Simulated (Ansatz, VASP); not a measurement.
# KTaO3 in two plane-wave programs, part 3 of 3

Wanted: the spread between two codes on one cell, functional and k mesh. The cell is taken from a series of runs on this material, whose earlier steps may have relaxed, scaled, displaced or heated it; both programs get it as it stands.

VASP 6.6.1 and Ansatz 0.2.0.

So far: Set-up; VASP: zone-centre phonons, LDA.

## (3) Ansatz: zone-centre phonons, LDA

Level of this step: Ansatz beside VASP: Kohn-Sham DFT, plane waves, LDA (Ansatz).

Ansatz runs on its PAW soft_1 files.

The same cell, functional (in two slightly different forms) and mesh now go to Ansatz, which takes its cutoff from its data sets.

The input, input.yaml:

```yaml
crystal:
  lattice:
    - [4.028853657, 0.0, 0.0]
    - [0.0, 4.028853657, 0.0]
    - [0.0, 0.0, 4.028853657]
  atoms:
    - { symbol: O, position: [0.5, 0.0, 0.0] }
    - { symbol: O, position: [0.0, 0.5, 0.0] }
    - { symbol: O, position: [0.0, 0.0, 0.5] }
    - { symbol: K, position: [0.5, 0.5, 0.5] }
    - { symbol: Ta, position: [0.0, 0.0, 0.0] }
kpoints:
  mp_grid: { grid: [8, 8, 8] }
hamiltonian:
  xc: lda
  pseudopotentials: { kind: paw, azcp: { folder: soft_1 }, xc_functional: pbe }
scf:
  occupations: { method: fixed }
output:
  eigenvalues: true
phonons:
  method: dfpt
  dielectric: true
  rigid_motions: translations
```

Command:

```sh
$ ansatz run input.yaml --threads 8 --pin off --max-ram 16384MiB --backend cpu --events-out ev --progress --plain --runs-dir out
```

Numbers of over 12 decimals in the logs are rounded to 6 here.

The log of the run:

```text
Engine: ansatz 0.2.0, aarch64-unknown-linux-gnu
Pseudopotentials: kind: paw
Pseudopotential: O, paw, valence charge 6, recommended cutoff 420 eV (normal), soft_1/O.paw.azcp
Pseudopotential: K, paw, valence charge 9, recommended cutoff 420 eV (normal), soft_1/K.paw.azcp
Pseudopotential: Ta, paw, valence charge 13, recommended cutoff 420 eV (normal), soft_1/Ta.paw.azcp
Functional definition: SPW92
  exchange = slater_x
  correlation = pw_c
Crystal: 5 atoms, lattice volume = 65.395 Å³
Basis set: ecut = 420 eV, 1309 PW (Γ), exchange–correlation on 54×54×54 points (8 copies of the dense FFT grid, shifted against one another)
Bands: 25, of which v1, the nominal top of the filled ones, is band 20 counted from 1 (19 counted from 0)
Symmetry: 48 space group operations
k-points: 170 of 512 (irreducible under 2 space group operations, time reversal used)
Non-local potential: O, projectors of the file, l = 0: 2, l = 1: 2, l = 2: 1
Non-local potential: K, projectors of the file, l = 0: 3, l = 1: 2, l = 2: 2
Non-local potential: Ta, projectors of the file, l = 0: 3, l = 1: 2, l = 2: 2, l = 3: 1
PAW form: soft (Blöchl's): semilocal exchange-correlation on the pseudo side does not see the compensation charge
PAW frozen core: O, regenerated for the run's functional, and the local potential with it (the file was generated under x = pbe(κ = 0.804, μ = 0.219515), c = pbe(β = 0.066725))
PAW frozen core: K, regenerated for the run's functional, and the local potential with it (the file was generated under x = pbe(κ = 0.804, μ = 0.219515), c = pbe(β = 0.066725))
PAW frozen core: Ta, regenerated for the run's functional, and the local potential with it (the file was generated under x = pbe(κ = 0.804, μ = 0.219515), c = pbe(β = 0.066725))
PAW one-centre angular grid: O, 110 points (default); XC on 64 Gauss nodes
PAW one-centre angular grid: K, 110 points (default); XC on 64 Gauss nodes
PAW one-centre angular grid: Ta, 590 points (default); XC on 64 Gauss nodes
Initial density: superposition of atomic densities (chi_scale 0.1, normalization cell, long waves kept (reshape's long-wave potential 0.00 eV rms))
Initial wavefunctions: pseudopotential atomic-orbital guess
Functional: x = slater, c = lda
SCF iter   1: F=—  HF=-12852.255578 eV  |F-HF|=—  |Δ(HF+E_count)|=         —  Δρ=5.42e-2  dr2=1.74e0  ethr=3.10e-3  ⟨swp⟩=4.3  Hψ=18050  notcnv=0  defer=440
preconditioner: auto → Resta (q_TF=auto, 2.514 Å⁻¹)  ε∞=4.5  [insulator: Δε(μ)=2.347 eV  Ē_g=13.370 eV  n_scr=18 (ndim 8)  ℏωp=25.2 eV  f_vac=0.000  ε∞_Penn≈4.5]
SCF iter   2: F=—  HF=-12851.831632 eV  |F-HF|=—  |Δ(HF+E_count)|=   4.24e-1  Δρ=2.71e-2  dr2=4.82e-1  ethr=3.10e-3  ⟨swp⟩=2.0  Hψ=7991  notcnv=0  defer=431
SCF iter   3: F=—  HF=-12851.691285 eV  |F-HF|=—  |Δ(HF+E_count)|=   1.40e-1  Δρ=5.39e-3  dr2=1.77e-2  ethr=1.21e-3  ⟨swp⟩=2.0  Hψ=7237  notcnv=0  defer=425
SCF iter   4: F=—  HF=-12851.690017 eV  |F-HF|=—  |Δ(HF+E_count)|=   1.27e-3  Δρ=5.68e-3  dr2=1.71e-2  ethr=4.44e-5  ⟨swp⟩=2.0  Hψ=6971  notcnv=0  defer=490
SCF iter   5: F=—  HF=-12851.686110 eV  |F-HF|=—  |Δ(HF+E_count)|=   3.91e-3  Δρ=7.29e-4  dr2=3.00e-4  ethr=4.28e-5  ⟨swp⟩=2.0  Hψ=6876  notcnv=0  defer=490
SCF iter   6: F=—  HF=-12851.686114 eV  |F-HF|=—  |Δ(HF+E_count)|=   3.65e-6  Δρ=1.27e-4  dr2=1.07e-5  ethr=7.50e-7  ⟨swp⟩=2.0  Hψ=6336  notcnv=0  defer=475
SCF iter   7: F=—  HF=-12851.686112 eV  |F-HF|=—  |Δ(HF+E_count)|=   2.56e-6  Δρ=2.12e-5  dr2=1.70e-7  ethr=2.67e-8  ⟨swp⟩=2.2  Hψ=5878  notcnv=0  defer=294
SCF iter   8: F=—  HF=-12851.686112 eV  |F-HF|=—  |Δ(HF+E_count)|=   4.11e-7  Δρ=2.63e-6  dr2=3.80e-9  ethr=4.26e-10  ⟨swp⟩=2.7  Hψ=7516  notcnv=0  defer=219
SCF iter   9: F=-12851.686112 eV  HF=-12851.686112 eV  |F-HF|=9.09e-12  |Δ(HF+E_count)|=  4.46e-10  Δρ=4.08e-7  dr2=6.40e-11  ethr=1.00e-12  ⟨swp⟩=11.8  Hψ=29371  notcnv=0
SCF 1 converged in 9 iterations: F = -12851.686112 eV  dr2 = 6.40e-11
  greatest PAW one-centre occupation: 0.999 electrons in one spin orbital (limit 2), on the Ta atom at site 4 (counted from 0), in its partial waves of l = 0
DFPT response loops at Γ: preconditioner auto → none (the input reference at scf.mixing.eps_inf says where Resta's filter doesn't serve); β = 0.50; Broyden in place of MSR1
── the response to a field inside a basis, on 8×8×8 k-points: an SCF that follows is theirs, and a resumed run solves both again ──
Bands: 21, of which v1, the nominal top of the filled ones, is band 20 counted from 1 (19 counted from 0)
k-points: 20 of 512
Initial density: handed on by an earlier stage of this run
Initial wavefunctions: pseudopotential atomic-orbital guess (no wavefunctions were taken with the density)
Eigensolver: Dense (20 Hₖ)
SCF iter   1: F=—  HF=-12851.686023 eV  |F-HF|=—  |Δ(HF+E_count)|=         —  Δρ=4.64e-4  dr2=2.47e-5  ethr=1.00e-1
preconditioner: auto → Resta (q_TF=auto, 2.514 Å⁻¹)  ε∞=6.6  [insulator: Δε(μ)=2.281 eV  Ē_g=10.663 eV  n_scr=18 (ndim 8)  ℏωp=25.2 eV  f_vac=0.011  ε∞_Penn≈6.6]
SCF iter   2: F=—  HF=-12851.686015 eV  |F-HF|=—  |Δ(HF+E_count)|=   7.31e-6  Δρ=2.03e-4  dr2=7.95e-6  ethr=6.19e-8
SCF iter   3: F=—  HF=-12851.686014 eV  |F-HF|=—  |Δ(HF+E_count)|=   1.62e-6  Δρ=9.26e-5  dr2=9.54e-7  ethr=1.99e-8
SCF iter   4: F=-12851.686014 eV  HF=-12851.686014 eV  |F-HF|=1.72e-8  |Δ(HF+E_count)|=   2.51e-7  Δρ=5.42e-6  dr2=2.61e-8  ethr=2.38e-9
SCF 1 converged in 4 iterations: F = -12851.686014 eV  dr2 = 2.61e-8
DFPT response loops at Γ: mixed as the last ones told, above
SCF converged after 9 iterations
Free energy (F): -12851.686112 eV
Harris-Foulkes:  -12851.686112 eV  (|F-HF|=9.09e-12)
Internal energy: -12851.686112 eV  (E = F + TS)
E sigma→0 (E₀):  -12851.686112 eV
Fermi energy:    7.924846 eV
--- Per-component energies (eV) ---
  E_band       = -282.667468
  E_kinetic    = 1141.424442
  E_local      = -2257.444650  (includes V_loc(G=0)·N_el)
  E_nonlocal   = 174.091451
  E_hartree    = 798.775001
  E_xc         = -660.790259
  E_vxc        = -666.950077  (∫ρ·V_xc dr)
  E_paw        = -9255.613509  (= ΣΔE_a)
  E_vpaw       = -271.341171  (= ΣTr[D̂ρ^β])
  E_aug_tail   = 0.002499  (compensation charges beyond the density's cutoff)
  E_ewald      = -2792.938349
  E_core_change = 0.807262  (= ΣΔE_core)
  E_smearing   = -0.000000  (= −TS)
  E_closure    = -0.000000  (closes the sum)
  Σ components = -12851.686112   (vs F -12851.686112, Δ=0.00e0)
--- Band table (eV; the first three rows and the last of 170) ---
  k-point 0: bands = [... 16 lower, 6.8956, 7.2834, 7.2834, 7.2834, 9.9408, 9.9408, 9.9408, 14.0641, ... 1 higher]
  k-point 1: bands = [... 16 lower, 6.8241, 6.8582, 7.2032, 7.2032, 9.9620, 10.4161, 10.4161, 14.3251, ... 1 higher]
  k-point 2: bands = [... 16 lower, 6.2707, 6.6588, 7.1295, 7.1295, 10.0143, 11.3974, 11.3974, 14.4230, ... 1 higher]
  k-point 169: bands = [... 16 lower, 4.0856, 7.9248, 7.9248, 7.9248, 14.0888, 14.0888, 14.0888, 16.5687, ... 1 higher]
--- Phonons (Γ-DFPT): 4 representative perturbations + reference, on 170 of 512 k-points (Σ response iterations 12) ---
  k mesh reduced under 2 symmetry operations, with k and −k counted as one. Each operation leaves every solved perturbation unchanged. A smaller set is not considered because the run solves the response to a homogeneous field
  ASR residual: 2.177e-4 → 0.000e0 eV/Å²; symmetrization residual: 1.191e-5 eV/Å²
  ASR residual per site (eV/Å²): 1.23e-4 1.23e-4 1.23e-4 9.65e-5 2.18e-4
  Γ frequencies (cm⁻¹): -127.30 -127.30 -127.30 0.00 0.00 0.00 158.49 158.49 158.49 264.18 264.18 264.18 480.96 480.96 480.96
  ε∞ (high-frequency dielectric tensor):
        5.560644    -0.000000     0.000000
       -0.000000     5.560644     0.000000
        0.000000     0.000000     5.560644
  softest optical mode at Γ: -127.30 cm⁻¹; the repairs (sum rule, projections) moved no ω² at Γ by more than (2.26 cm⁻¹)²
  Born effective charges Z* (e; rows j = field, columns β = displacement):
    site 0:
        -6.59119   -0.00000    0.00000
        -0.00000   -1.66735    0.00000
        -0.00000    0.00000   -1.66735
    site 1:
        -1.66735    0.00000   -0.00000
         0.00000   -6.59119    0.00000
        -0.00000   -0.00000   -1.66735
    site 2:
        -1.66735    0.00000    0.00000
        -0.00000   -1.66735    0.00000
         0.00000    0.00000   -6.59119
    site 3:
         1.14537   -0.00000    0.00000
        -0.00000    1.14537    0.00000
        -0.00000    0.00000    1.14537
    site 4:
         8.78052    0.00000    0.00000
        -0.00000    8.78052    0.00000
        -0.00000    0.00000    8.78052
  Z* charge neutrality: 2.560e-3 e pre-enforcement
  solved inside a basis spanned on kpoints, on 8×8×8 k-points, its susceptibility summed on 12×12×12: ε∞ is read to err by 1.6e-2, Z* by 4.0e-2 e (field_mesh: kpoints solves on kpoints); Z* is corrected for what the basis lacks
  optical modes at Γ without the LO–TO term, one row a degenerate level:
      ω (cm⁻¹)  modes    IR ((D/Å)²/amu)
       -127.30      3           191.3374
        158.49      3             6.7088
        264.18      3             0.0000
        480.96      3            45.7585
  optical modes at Γ + LO–TO along q̂ = [1.0000, 0.0000, 0.0000]:
      ω (cm⁻¹)  modes    IR ((D/Å)²/amu)
       -127.30      2           127.5583
        153.23      1             0.0333
[...]
optical modes at Γ + LO–TO along q̂ = [0.0000, 1.0000, 0.0000]:
      ω (cm⁻¹)  modes    IR ((D/Å)²/amu)
[...]
731.13      1            75.5481
  optical modes at Γ + LO–TO along q̂ = [0.0000, 0.0000, 1.0000]:
      ω (cm⁻¹)  modes    IR ((D/Å)²/amu)
       -127.30      2           127.5583
        153.23      1             0.0333
        158.49      2             4.4726
        264.18      3             0.0000
        398.58      1             5.6868
        480.96      2            30.5057
        731.13      1            75.5481
```

## (4) Differences

Known differences besides the potentials themselves: the two LDA forms differ slightly; fixed occupations in Ansatz, narrow Gaussian smearing in VASP; VASP's response is taken on the typed mesh, Ansatz refines its own for the field response alone; the data sets hold 40 valence electrons in Ansatz (on its PAW soft_1 files) and 38 in VASP; the cutoff is 420 eV in Ansatz and 600 eV in VASP; VASP's log shows a relativistic correction to its local exchange, Ansatz's none. Total energies have different zeros and are not compared.

Both answers:

| quantity | Ansatz | VASP | difference |
| --- | --- | --- | --- |
| ε∞ xx | 5.56 | 5.66 | -1.67 % |
| ε∞ yy | 5.56 | 5.66 | -1.67 % |
| ε∞ zz | 5.56 | 5.66 | -1.67 % |
| Born charge of O1 (mean of the diagonal) (e) | -3.31 | -3.33 | +0.03 |
| Born charge of K4 (mean of the diagonal) (e) | 1.15 | 1.15 | 0.00 |
| Born charge of Ta5 (mean of the diagonal) (e) | 8.78 | 8.86 | -0.08 |
| optical mode 1 to 3 (imaginary, printed as negative) (cm⁻¹) | -127.3 | -100.8 | -26.5 |
| optical mode 4 to 6 (cm⁻¹) | 158.5 | 162.1 | -2.23 % |
| optical mode 7 to 9 (cm⁻¹) | 264.2 | 263.7 | +0.18 % |
| optical mode 10 to 12 (cm⁻¹) | 481.0 | 488.8 | -1.61 % |

Modes are paired by rising frequency, not by their patterns, so a pair may set unlike modes beside each other; they are those without the splitting of longitudinal modes.

## (5) Summary of results

```json
{"r.m.s. difference of the optical zone-centre modes, each program's sorted by frequency (zone-centre phonons, LDA)": "14 cm⁻¹", "difference in optical mode 4 to 6 (zone-centre phonons, LDA)": "-2.2 %"}
```

In words: The r.m.s. difference of the optical zone-centre modes, each program's sorted by frequency is 14 cm⁻¹ (zone-centre phonons, LDA). The data sets hold unlike numbers of valence electrons (40 in Ansatz and 38 in VASP), so part of the differences comes from the potentials. Among the rows given in per cent, the largest difference of the zone-centre phonons, LDA pair is in optical mode 4 to 6, -2.2 %. What causes the difference of the zone-centre phonons, LDA pair stays open here. Such differences can come from data sets, numerical settings and the points named under the comparisons, not from the functional's error against experiment.

[Lines on the potential files, build, host, timing and source positions are cut from VASP's logs without a mark.]

[Logs are printed without paths, hosts, clocks, repeated set-up lines and the standing remarks that a program may print on its own settings, such as how far it seeks lower states.]

[Hosts, paths, dates, database ids (printed as entryN), source tags and the programs' standing remarks are cut or masked in the printed files.]
